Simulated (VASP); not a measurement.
The system is RePb2.

```xyz
3
Lattice="0.0000 3.3658 3.3658 3.3658 0.0000 3.3658 3.3658 3.3658 0.0000" Properties=species:S:1:pos:R:3 pbc="T T T"
Re    0.0000    0.0000    0.0000
Pb    1.6829    1.6829    1.6829
Pb    5.0487    5.0487    5.0487
```

The cell was built by a generator and needn't be a form met in nature.

```yaml
Program: VASP 6.6.1
Task: relaxation of cell and atoms
Functional: PBEsol
Potentials_or_basis: VASP PAW PBE potentials, release 64 (Re, Pb_d)
Cutoff: 600 eV
k_mesh: 7 × 7 × 7
Occupations: methfessel-paxton, width 0.2 eV
Spin: no spin polarisation
```

At the start: pressure -4.1 GPa; volume 25.42 Å³/atom.

Problem. Where does the relaxation end?

Solution. Over 6 steps the energy falls by 15.1 meV/atom and the volume is 24.29 Å³/atom (-4.4 %); space group Fm-3m (No. 225, to 0.05 Å).

Step by step:
```
step  energy change (eV)  largest force (eV/Å)  pressure (GPa)  volume (Å³)
   1              0.0000                0.0000           -4.09        76.26
   2              0.0147                0.0000            5.64        69.32
   3             -0.0452                0.0000           -0.06        72.91
   4             -0.0452                0.0000            0.05        72.84
   5             -0.0452                0.0000           -0.04        72.91
   6             -0.0452                0.0000            0.00        72.87
```

Final structure:
```xyz
3
Lattice="0.0000 3.3152 3.3152 3.3152 0.0000 3.3152 3.3152 3.3152 0.0000" Properties=species:S:1:pos:R:3 pbc="T T T"
Re    0.0000    0.0000    0.0000
Pb    1.6576    1.6576    1.6576
Pb    4.9728    4.9728    4.9728
```

Caveat: the PAW data sets were made with another functional, which shifts forces and pressure a little.
